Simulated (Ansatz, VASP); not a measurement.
**HfH2 (HfH2 (I4/mmm)) in two plane-wave programs**

Aim: how closely do two programs agree when they are given the same cell, functional and k mesh? The cell is taken from a series of runs on this material, whose earlier steps may have relaxed, scaled, displaced or heated it; both programs get it as it stands.

Method: plane waves, with VASP 6.6.1 beside it; relaxation of cell and atoms at r2SCAN, in Ansatz 0.2.0.

## 1. Starting point

Symmetry: I4/mmm, No. 139, tetragonal system. Conventional cell: a = 3.461 Å, b = 3.461 Å, c = 4.290 Å, α = 90.00°, β = 90.00°, γ = 90.00°. Nearest to Hf lie 8 H at 2.04 Å. Nearest to H lie 4 Hf at 2.04 Å. Farther neighbours are not listed.

Structure file:

```cif
data_structure
_symmetry_space_group_name_H-M 'P 1'
_symmetry_Int_Tables_number 1
_cell_length_a 3.2544
_cell_length_b 3.2544
_cell_length_c 3.2544
_cell_angle_alpha 115.744
_cell_angle_beta 115.744
_cell_angle_gamma 97.544
_cell_volume 25.70
loop_
_atom_site_label
_atom_site_type_symbol
_atom_site_fract_x
_atom_site_fract_y
_atom_site_fract_z
_atom_site_occupancy
Hf1 Hf 0.00000 0.00000 0.00000 1
H2 H 0.25000 0.75000 0.50000 1
H3 H 0.75000 0.25000 0.50000 1
```

## 2. Ansatz: relaxation of cell and atoms, r2SCAN

Ansatz runs on its PAW soft_1 files.

The relaxed volume is the usual yardstick between codes: in a stiff, nearly cubic crystal its relative difference is about their pressure difference at one cell divided by the bulk modulus.

The input, input.yaml:

```yaml
crystal:
  lattice:
    - [-1.7307057, 1.7307057, 2.1447997]
    - [1.7307057, -1.7307057, 2.1447997]
    - [1.7307057, 1.7307057, -2.1447997]
  atoms:
    - { symbol: Hf, position: [0.0, 0.0, 0.0] }
    - { symbol: H, position: [0.25, 0.75, 0.5] }
    - { symbol: H, position: [0.75, 0.25, 0.5] }
basis:
  ecutwfc: 500
  xc_grid: 2
hamiltonian:
  xc: r2scan
  pseudopotentials: { kind: paw, azcp: { folder: soft_1 } }
kpoints:
  mp_grid: { grid: [16, 16, 16] }
scf:
  occupations: { method: fermi_dirac, width: 0.05 }
  max_iter: 150
output:
  forces: true
  stress: true
relax:
  f_tol: 0.01
  max_steps: 60
  cell: {}
checkpoint:
  write: "../r2scan.run"
  compress: false
  write_wavefunctions: false
  write_every: 100000
```

Launch:

```bash
ansatz run input.yaml --threads 4 --pin off --max-ram 6594MiB --backend cpu --events-out ev --progress --plain --runs-dir out
```

Numbers of over 12 decimals in the logs are rounded to 6 here.

Log:

```text
Engine: ansatz 0.2.0, x86_64-unknown-linux-gnu
Pseudopotentials: kind: paw
Pseudopotential: Hf, paw, valence charge 26, recommended cutoff 500 eV (meta_gga), soft_1/Hf.paw.azcp
Pseudopotential: H, paw, valence charge 1, recommended cutoff 500 eV (meta_gga), soft_1/H.paw.azcp
Functional definition: r2SCAN
  parameter k0 = 0.174
  parameter k1 = 0.065
  parameter a1 = 4.9479
  exchange = r2scan_x(k0 = k0, k1 = k1, a1 = a1)
  correlation = r2scan_c
Crystal: 3 atoms, lattice volume = 25.698 Å³
Basis set: ecut = 500 eV, 635 PW (Γ), exchange–correlation on 48×48×48 points (8 copies of the dense FFT grid, shifted against one another)
Bands: 18, of which v1, the nominal top of the filled ones, is band 14 counted from 1 (13 counted from 0)
Symmetry: 16 space group operations
Space group: I4/mmm (ITA 139), of the structure as read, at distance tolerance 3.0e-5 Å
k-points: 349 of 4096
Non-local potential: Hf, projectors of the file, l = 0: 3, l = 1: 2, l = 2: 2, l = 3: 3
Non-local potential: H, projectors of the file, l = 0: 2, l = 1: 1
PAW form: soft (Blöchl's): semilocal exchange-correlation on the pseudo side does not see the compensation charge
PAW frozen core: Hf, regenerated for the run's functional (the file was generated under x = pbe(κ = 0.804, μ = 0.219515), c = pbe(β = 0.066725))
PAW one-centre angular grid: Hf, 974 points (default); XC on 224 Gauss nodes
PAW one-centre angular grid: H, 302 points (default); XC on 160 Gauss nodes
Initial density: superposition of atomic densities (chi_scale 0.1, normalization cell, long waves kept (reshape's long-wave potential 0.00 eV rms))
Initial wavefunctions: pseudopotential atomic-orbital guess
Functional: x = r2scan, c = r2scan; τ floored in thin density (d = 2e-4 eV/Å³)
SCF iter   1: F=—  HF=-15767.744567 eV  |F-HF|=—  |Δ(HF+E_count)|=         —  Δρ=9.44e-2  dr2=1.84e0  dr2_τ=1.20e-1  ethr=3.10e-3  ⟨swp⟩=4.8  Hψ=26762  notcnv=0
preconditioner: auto → Kerker (q_TF=auto, 2.768 Å⁻¹)  [metal: Δε(μ)=0.032 eV  Ē_g=18.103 eV  σ=0.050 eV  W_gap=0.16  n_scr=12 (ndim 8)  ℏωp=37.4 eV  f_vac=0.000  D(μ)=0.40/eV (n_scr^D=0)]
SCF iter   2: F=—  HF=-15767.494334 eV  |F-HF|=—  |Δ(HF+E_count)|=   2.50e-1  Δρ=5.43e-2  dr2=6.76e-1  dr2_τ=8.41e-3  ethr=3.10e-3  ⟨swp⟩=3.0  Hψ=14696  notcnv=0
SCF iter   3: F=—  HF=-15767.350339 eV  |F-HF|=—  |Δ(HF+E_count)|=   1.44e-1  Δρ=1.07e-2  dr2=2.94e-2  dr2_τ=2.88e-3  ethr=2.41e-3  ⟨swp⟩=2.2  Hψ=12339  notcnv=0
SCF iter   4: F=—  HF=-15767.272809 eV  |F-HF|=—  |Δ(HF+E_count)|=   7.75e-2  Δρ=8.66e-3  dr2=6.84e-3  dr2_τ=1.59e-3  ethr=1.05e-4  ⟨swp⟩=2.6  Hψ=14764  notcnv=0
SCF iter   5: F=—  HF=-15767.283178 eV  |F-HF|=—  |Δ(HF+E_count)|=   1.04e-2  Δρ=3.32e-3  dr2=2.20e-3  dr2_τ=2.53e-4  ethr=2.44e-5  ⟨swp⟩=2.0  Hψ=12844  notcnv=0
SCF iter   6: F=—  HF=-15767.282881 eV  |F-HF|=—  |Δ(HF+E_count)|=   2.97e-4  Δρ=3.34e-4  dr2=1.98e-5  dr2_τ=5.75e-6  ethr=7.86e-6  ⟨swp⟩=2.0  Hψ=7338  notcnv=0
SCF iter   7: F=—  HF=-15767.282903 eV  |F-HF|=—  |Δ(HF+E_count)|=   2.19e-5  Δρ=1.47e-4  dr2=3.32e-6  dr2_τ=2.04e-7  ethr=7.06e-8  ⟨swp⟩=2.6  Hψ=11408  notcnv=0
SCF iter   8: F=—  HF=-15767.282905 eV  |F-HF|=—  |Δ(HF+E_count)|=   2.51e-6  Δρ=3.13e-5  dr2=2.38e-7  dr2_τ=8.14e-9  ethr=1.19e-8  ⟨swp⟩=2.0  Hψ=11186  notcnv=0
SCF iter   9: F=-15767.282905 eV  HF=-15767.282905 eV  |F-HF|=8.21e-9  |Δ(HF+E_count)|=   9.87e-8  Δρ=9.96e-6  dr2=3.18e-8  dr2_τ=2.61e-10  ethr=3.57e-10  ⟨swp⟩=5.0  Hψ=25184  notcnv=0
SCF 1 converged in 9 iterations: F = -15767.282905 eV  dr2 = 3.18e-8
  greatest PAW one-centre occupation: 0.998 electrons in one spin orbital (limit 2), on the Hf atom at site 0 (counted from 0), in its partial waves of l = 3
relax step   1: F+E_penalty+E_count = -15767.28290547 eV  Δ(F+E_penalty+E_count) = +0.000e0 eV  max|allowed force component| = 5.421e-20 eV/Å  Δτ_max = 0.0000 Å  P = +0.941 GPa  Ω = 25.698 Å³  (9 SCF iters, dr2 threshold 1.00e-7 eV, accepted)
[...]
relax step   2: F+E_penalty+E_count = -15767.28183434 eV  Δ(F+E_penalty+E_count) = +1.071e-3 eV  max|allowed force component| = 7.228e-20 eV/Å  Δτ_max = 0.0000 Å  P = -1.652 GPa  Ω = 26.144 Å³  energy of the carried Pulay correction = -7.964e-5 eV  (6 SCF iters, dr2 threshold 3.00e-7 eV, rejected (line search))
[...]
relax step   3: F+E_penalty+E_count = -15767.28336767 eV  Δ(F+E_penalty+E_count) = -4.622e-4 eV  max|allowed force component| = 3.614e-20 eV/Å  Δτ_max = 0.0000 Å  P = -0.011 GPa  Ω = 25.860 Å³  energy of the carried Pulay correction = -2.925e-5 eV  (10 SCF iters, accepted)
[...]
relax step   4: F+E_penalty+E_count = -15767.28339767 eV  Δ(F+E_penalty+E_count) = -3.000e-5 eV  max|allowed force component| = 8.415e-30 eV/Å  Δτ_max = 0.0000 Å  P = -0.011 GPa  Ω = 25.860 Å³  stress off target by 2.14e-2 GPa  SCF on the basis re-selected at this cell (its energy is not comparable with the rows above)  (5 SCF iters)
basis re-selected at this cell: Δ(F+E_penalty+E_count) = -3.000e-5 eV, ΔP = +0.001 GPa vs the last step (what re-selecting the basis moved, of the pressure what is left beyond the Pulay correction that the steps carried, after the strain that the cell walked since its last selection, with what the two solves' SCF thresholds leave and, on support functions, any second-order correction that the steps lacked; it is no m [...]
SCF converged after 5 iterations
Free energy (F): -15767.283398 eV
Harris-Foulkes:  -15767.283398 eV  (|F-HF|=1.64e-11)
Internal energy: -15767.279651 eV  (E = F + TS)
E sigma→0 (E₀):  -15767.281524 eV
Entropy (-TS):   -0.003747 eV (-1.249 meV/atom)
Fermi energy:    17.273678 eV
--- Per-component energies (eV) ---
  E_band       = -52.341011
  E_kinetic    = 437.957707
  E_local      = -6547.754877  (includes V_loc(G=0)·N_el)
  E_nonlocal   = 57.183026
  E_hartree    = 3178.347251
  E_xc         = -270.964448
  E_vxc        = -307.456340  (∫ρ·V_xc dr)
  E_paw        = -7721.652005  (= ΣΔE_a)
  E_vpaw       = -64.260179  (= ΣTr[D̂ρ^β])
  E_aug_tail   = -0.000128  (compensation charges beyond the density's cutoff)
  E_vtau       = 15.295117  (kinetic-family band-sum trace: ∫τ·v_τ [+ j·A + Jᵃ·Aᵃ] dr)
  E_ewald      = -4900.717731
  E_core_change = 0.321554  (= ΣΔE_core)
  E_smearing   = -0.003747  (= −TS)
  E_closure    = 0.000000  (closes the sum)
  Σ components = -15767.283398   (vs F -15767.283398, Δ=0.00e0)
--- Forces (eV/Å), atoms counted from 1 ---
  atom   1  Hf     0.00000000     0.00000000     0.00000000
  atom   2  H      0.00000000     0.00000000     0.00000000
  atom   3  H      0.00000000     0.00000000     0.00000000
  max |Σ_I F_I| component: 1.26e-29 eV/Å
--- Stress (GPa, compression-positive) ---
       -0.005217      -0.000000       0.000000
       -0.000000      -0.005217       0.000000
        0.000000       0.000000      -0.021448
  P = ⅓ Tr σ = -0.0106 GPa (-0.106 kbar)
--- Relaxed structure (3 steps of the walk, 2 accepted, 1 SCFs on fresh bases) ---
  F+E_penalty+E_count = -15767.28339767 eV   max|allowed force component| = 8.415e-30 eV/Å   (the final SCF, on the basis selected at the relaxed cell)
  cell:  # Å, volume = 25.8600 Å³
    - [-1.732603, 1.732603, 2.153629]
    - [1.732603, -1.732603, 2.153629]
    - [1.732603, 1.732603, -2.153629]
  atoms:
    - { symbol: Hf, position: [0, 0, 0] }
    - { symbol: H, position: [0.250000, 0.750000, 0.500000] }
    - { symbol: H, position: [0.750000, 0.250000, 0.500000] }
```

## 3. VASP: relaxation of cell and atoms, r2SCAN

The same cell, functional, mesh and smearing now go to VASP, with its own data sets.

Lines of VASP's logs that name or quote its potential files are left out, and so is its time.

The input, INCAR:

```
SYSTEM = HfH2
PREC = Accurate
ENCUT = 550
EDIFF = 1E-07
NELM = 120
ISMEAR = -1
SIGMA = 0.05
LREAL = .FALSE.
ALGO = Normal
METAGGA = R2SCAN
LASPH = .TRUE.
NBANDS = 12
LORBIT = 11
LWAVE = .FALSE.
LCHARG = .FALSE.
ISIF = 3
IBRION = 2
NSW = 80
EDIFFG = -0.005
GGA_COMPAT = .FALSE.
NELMIN = 4
LMIXTAU = .TRUE.
KPAR = 2
```

The input, POSCAR:

```
HfH2
1.0
   -1.7307060000      1.7307060000      2.1448000000
    1.7307060000     -1.7307060000      2.1448000000
    1.7307060000      1.7307060000     -2.1448000000
Hf H
1 2
Direct
    0.0000000000      0.0000000000      0.0000000000
    0.2500000000      0.7500000000      0.5000000000
    0.7500000000      0.2500000000      0.5000000000
```

The input, KPOINTS:

```
Automatic mesh
0
Gamma
16 16 16
0 0 0
```

The projector-augmented-wave data sets are Hf_pv and H (PBE family, release 64).

Launch:

```bash
mpirun -np 2 vasp_std
```

Log:

```text
[banner, memory and clock lines left out]
running    2 mpi-ranks, on    1 nodes
 distrk:  each k-point on    1 cores,    2 groups
 distr:  one band on    1 cores,    1 groups

 POSCAR found type information on POSCAR HfH
 POSCAR found :  2 types and       3 ions
|                                                                             |
|               ----> ADVICE to this user running VASP <----                  |
|                                                                             |
|     You enforced a specific xc type in the INCAR file but a different       |
|     [... a line on the potential file left out ...]
|     I HOPE YOU KNOW WHAT YOU ARE DOING!                                     |
|                                                                             |

 LDA part: xc-table for (None), standard interpolation
 POSCAR, INCAR and KPOINTS ok, starting setup
 FFT: planning ... GRIDC
 FFT: planning ... GRID_SOFT
 FFT: planning ... GRID
 WAVECAR not read
 entering main loop
       N       E                     dE             d eps       ncg     rms          rms(c)
DAV:   1    -0.213077979692E+02   -0.21308E+02   -0.69505E+03  8408   0.101E+03
DAV:   2    -0.565798379522E+02   -0.35272E+02   -0.34081E+02 10168   0.196E+02
DAV:   3    -0.574716298151E+02   -0.89179E+00   -0.88591E+00 10864   0.221E+01
DAV:   4    -0.574761485255E+02   -0.45187E-02   -0.45177E-02  9472   0.185E+00
DAV:   5    -0.574761863469E+02   -0.37821E-04   -0.37820E-04 11248   0.139E-01    0.523E+01
DAV:   6    -0.535792065878E+02    0.38970E+01   -0.10626E+00  9176   0.977E+00    0.295E+01
DAV:   7    -0.542124448798E+02   -0.63324E+00   -0.11649E+00  9860   0.861E+00    0.102E+01
DAV:   8    -0.537655806640E+02    0.44686E+00   -0.12794E-01  8772   0.364E+00    0.649E+00
DAV:   9    -0.539175731002E+02   -0.15199E+00   -0.24803E-01  9284   0.418E+00    0.103E+00
DAV:  10    -0.535574899366E+02    0.36008E+00   -0.21304E-01  8784   0.435E+00    0.994E-01
DAV:  11    -0.536329745223E+02   -0.75485E-01   -0.25900E-02  8888   0.144E+00    0.331E-01
DAV:  12    -0.536608500876E+02   -0.27876E-01   -0.63276E-03  9992   0.585E-01    0.223E-01
DAV:  13    -0.536907615384E+02   -0.29911E-01   -0.15479E-02  8856   0.916E-01    0.735E-02
DAV:  14    -0.536910194916E+02   -0.25795E-03   -0.50327E-04 10668   0.199E-01    0.767E-02
DAV:  15    -0.536911138900E+02   -0.94398E-04   -0.38747E-04  8820   0.197E-01    0.124E-01
DAV:  16    -0.536910428664E+02    0.71024E-04   -0.12028E-04  9020   0.116E-01    0.274E-02
DAV:  17    -0.536910544346E+02   -0.11568E-04   -0.57445E-05  9052   0.725E-02    0.162E-02
DAV:  18    -0.536910555423E+02   -0.11077E-05   -0.75703E-06  9892   0.273E-02    0.144E-02
DAV:  19    -0.536910553996E+02    0.14270E-06   -0.23813E-06  9244   0.131E-02    0.532E-03
DAV:  20    -0.536910566797E+02   -0.12801E-05   -0.34772E-06  8836   0.188E-02    0.427E-03
DAV:  21    -0.536910566930E+02   -0.13246E-07   -0.18082E-07 10060   0.442E-03
   1 F= -.53691057E+02 E0= -.53689190E+02  d E =-.536911E+02
[...]
2 F= -.53691085E+02 E0= -.53689222E+02  d E =-.278706E-04
[...]
3 F= -.53691094E+02 E0= -.53689235E+02  d E =-.374750E-04
[...]
4 F= -.53691113E+02 E0= -.53689255E+02  d E =-.191972E-04
 trial-energy change:   -0.000019  1 .order   -0.000018   -0.000025   -0.000011
 step:   1.3058(harm=  1.5735)  dis= 0.00000  next Energy=   -53.691116 (dE=-0.219E-04)
 bond charge predicted
       N       E                     dE             d eps       ncg     rms          rms(c)
DAV:   1    -0.536911212123E+02   -0.78534E-05   -0.39443E-04  8456   0.160E-01    0.328E-02
DAV:   2    -0.536911177836E+02    0.34287E-05   -0.84200E-06  9844   0.255E-02    0.897E-03
DAV:   3    -0.536911177624E+02    0.21249E-07   -0.18266E-06  9928   0.116E-02    0.597E-03
DAV:   4    -0.536911175344E+02    0.22791E-06   -0.46769E-07 11148   0.577E-03    0.476E-03
DAV:   5    -0.536911173158E+02    0.21868E-06   -0.27409E-07  8868   0.486E-03    0.132E-03
DAV:   6    -0.536911173923E+02   -0.76509E-07   -0.24311E-07  8764   0.447E-03
   5 F= -.53691117E+02 E0= -.53689259E+02  d E =-.232242E-04
 curvature:  -1.22 expect dE=-0.152E-05 dE for cont linesearch -0.540E-06
 trial: gam=-0.16074 g(F)=  0.978E-52 g(S)=  0.125E-05 ort = 0.480E-05 (trialstep = 0.972E+00)
 search vector abs. value=  0.105E-05
 reached required accuracy - stopping structural energy minimisation
```

OUTCAR, selected parts (step 3):

```text
ion  position               nearest neighbor table
   1  0.000  0.000  0.000-   3 2.04   2 2.04   2 2.04   3 2.04   2 2.04   3 2.04   3 2.04   2 2.04

  LATTYP: Found a body centered tetragonal cell.
 ALAT       =     3.4614120000
 C/A-ratio  =     1.2392630522

 Subroutine GETGRP returns: Found 16 space group operations
 (whereof 16 operations were pure point group operations)

The static configuration has the point symmetry D_4h.

 Found    349 irreducible k-points:

   k-points           NKPTS =    349   k-points in BZ     NKDIM =    349   number of bands    NBANDS=     12

   dimension x,y,z NGX =    28 NGY =   28 NGZ =   28
   dimension x,y,z NGXF=    56 NGYF=   56 NGZF=   56

   ENCUT  =  550.0 eV  40.42 Ry    6.36 a.u.   6.22  6.22  6.22*2*pi/ulx,y,z

   NELECT =      12.0000    total number of electrons

 k-points in reciprocal lattice and weights: Automatic mesh
   0.00000000  0.00000000  0.00000000       0.000
   0.06250000 -0.00000000  0.00000000       0.002
   0.12500000 -0.00000000  0.00000000       0.002
   0.18750000 -0.00000000  0.00000000       0.002
   0.25000000 -0.00000000  0.00000000       0.002
   0.31250000 -0.00000000  0.00000000       0.002
   0.37500000 -0.00000000  0.00000000       0.002
   0.43750000 -0.00000000  0.00000000       0.002
   0.50000000 -0.00000000  0.00000000       0.001
[...]
-0.43750000 -0.43750000  0.43750000       0.000
   0.50000000  0.50000000  0.50000000       0.000

 average (electrostatic) potential at core
       1 -42.9989       2 -35.0474       3 -35.0474

 E-fermi :   5.6598

 k-point     1 :       0.0000    0.0000    0.0000
  band No.  band energies     occupation
    ...
      3     -26.5354      2.00000
      4      -6.4842      2.00000
      5       3.8728      2.00000
      6       5.1378      1.99994
      7       5.1378      1.99994
      8       6.1952      0.00004
      9       7.5667      0.00000
     10       9.1143      0.00000
     11      16.9407      0.00000
     12      17.5514      0.00000

 k-point     2 :       0.0625   -0.0000    0.0000
  band No.  band energies     occupation
    ...
      3     -26.5445      2.00000
      4      -6.3695      2.00000
      5       3.1398      2.00000
      6       5.1897      1.99983
      7       5.5879      1.61633
      8       6.6677      0.00000
      9       7.5299      0.00000
     10       9.0287      0.00000
     11      16.7063      0.00000
     12      16.9408      0.00000

 k-point     3 :       0.1250   -0.0000    0.0000
  band No.  band energies     occupation
    ...
      2     -26.6113      2.00000
      3     -26.5564      2.00000
      4      -6.0380      2.00000
      5       2.0907      2.00000
      6       5.3031      1.99840
      7       5.9326      0.00850
      8       7.4892      0.00000
      9       7.8654      0.00000
     10       8.8665      0.00000
     11      15.6237      0.00000
    ...

  Total        0.0040819      0.0040819      0.0066721      0.0000000     -0.0000000      0.0000000
  in kB        0.2546171      0.2546171      0.4161839      0.0000000     -0.0000000      0.0000000
  external PRESSURE =       0.3084727 kB  Pullay stress =       0.0000000 kB

  energy-cutoff  :      550.00
  volume of cell :       25.69
      direct lattice vectors                 reciprocal lattice vectors
    -1.728587854  1.728587854  2.149038701     0.000000000  0.289253450  0.232662166
     1.728587854 -1.728587854  2.149038701     0.289253450  0.000000000  0.232662166
     1.728587854  1.728587854 -2.149038701     0.289253450  0.289253450  0.000000000

 POSITION                                       TOTAL-FORCE (eV/Angst)
 -----------------------------------------------------------------------------------
      0.00000      0.00000      0.00000        -0.000000     -0.000000      0.000000
      1.72859      0.00000      1.07452        -0.000000      0.000000      0.000000
      0.00000      1.72859      1.07452         0.000000      0.000000     -0.000000
 -----------------------------------------------------------------------------------
    total drift:                               -0.000000     -0.000000      0.000000

  FREE ENERGIE OF THE ION-ELECTRON SYSTEM (eV)
  ---------------------------------------------------
  free  energy   TOTEN  =       -53.6911173923 eV

  energy  without entropy=      -53.6874001040  energy(sigma->0) =      -53.68925875

 reached required accuracy - stopping structural energy minimisation

 total charge
# of ion       s       p       d       tot
------------------------------------------
    1        0.264   6.464   1.725   8.453
    2        0.592   0.019   0.000   0.612
    3        0.592   0.019   0.000   0.612
--------------------------------------------------
tot          1.449   6.503   1.725   9.677

[... 3 further parts left out ...]
```

CONTCAR:

```
HfH2
   1.00000000000000
    -1.7285878539032165    1.7285878539032165    2.1490387012617536
     1.7285878539032165   -1.7285878539032165    2.1490387012617536
     1.7285878539032165    1.7285878539032165   -2.1490387012617536
  Hf              H
     1     2
Direct
     0.0000000000000000    0.0000000000000000    0.0000000000000000
     0.2500000000000000    0.7500000000000000    0.5000000000000000
     0.7500000000000000    0.2500000000000000    0.5000000000000000
```

## 4. Differences

Known differences besides the potentials themselves: VASP keeps PBE cores, Ansatz makes them for the functional; the data sets hold 28 valence electrons in Ansatz (on its PAW soft_1 files) and 12 in VASP; the cutoff is 500 eV in Ansatz and 550 eV in VASP; Ansatz adds a Pulay correction to the stress that steers its cell, VASP none. Total energies have different zeros and are not compared.

Both answers:

| quantity | Ansatz | VASP | difference |
| --- | --- | --- | --- |
| volume (Å³) | 25.86 | 25.69 | +0.68 % |
| edge a after relaxation, in the typed setting (Å) | 3.262 | 3.255 | +0.22 % |

## 5. Outcome

```yaml
difference_in_volume_relaxation_of_cell_and_atoms_r2scan: 0.68 %
```

**Reading.** The difference in volume is 0.68 % (relaxation of cell and atoms, r2SCAN), within the 1.2 % picked in this series as the mark of a large difference, as far as the stopping tolerances let one tell. The data sets hold unlike numbers of valence electrons (28 in Ansatz and 12 in VASP), so part of the differences comes from the potentials. How closely two codes agree says nothing of how well the functional describes the real material.

[Lines on the potential files, build, host, timing and source positions are cut from VASP's logs without a mark.]

[Logs are printed without paths, hosts, clocks, repeated set-up lines and the standing remarks that a program may print on its own settings, such as how far it seeks lower states.]

[Hosts, paths, dates, database ids (printed as entryN), source tags and the programs' standing remarks are cut or masked in the printed files.]
